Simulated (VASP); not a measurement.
Consider the following.

```yaml
crystal:
  lattice:
    - [-2.10122, 2.10122, 5.28222]
    - [2.10122, -2.10122, 5.28222]
    - [2.10122, 2.10122, -5.28222]
  atoms:
    - { symbol: Pr, position: [0.00000, 0.00000, 0.00000] }
    - { symbol: Si, position: [0.61014, 0.61014, 0.00000] }
    - { symbol: Si, position: [0.38986, 0.38986, 0.00000] }
    - { symbol: Ag, position: [0.75000, 0.25000, 0.50000] }
    - { symbol: Ag, position: [0.25000, 0.79759, 0.54759] }
```

These are PBEsol GGA, VASP's PBE PAW potentials (set 64) (plane waves; VASP) values and carry that method's errors. Numerical set-up: 480 eV cut-off, 10×10×10 Γ-centred mesh, first-order Methfessel-Paxton smearing of 0.10 eV, potentials Pr_3 Si Ag.

The 4f electrons are frozen in the core of the lanthanide potential, so 4f levels, which can set the real gap, and their magnetism are missing.

Which forces act on the atoms, in eV/Å?

```json
[
 {"atom": "Pr1", "Fx": "0.160", "Fy": "0.000", "Fz": "-0.039"},
 {"atom": "Si2", "Fx": "-0.085", "Fy": "0.000", "Fz": "0.077"},
 {"atom": "Si3", "Fx": "0.811", "Fy": "0.000", "Fz": "0.185"},
 {"atom": "Ag4", "Fx": "0.412", "Fy": "0.000", "Fz": "-0.004"},
 {"atom": "Ag5", "Fx": "-1.297", "Fy": "0.000", "Fz": "-0.219"}
]
```

Give the stress tensor in GPa (positive for a compressed cell).

```
1.45  0.00  1.16
0.00  0.85  0.00
1.16  0.00  1.02
```
The pressure is its mean diagonal, 1.11 GPa.

The structure comes from a computed database's Ag2PrSi2 entry (I4/mmm); how it stands against other phases isn't given here. This cell was strained or had an atom moved on purpose. The electron count is odd and the run is not spin-polarised, which forces a metal.
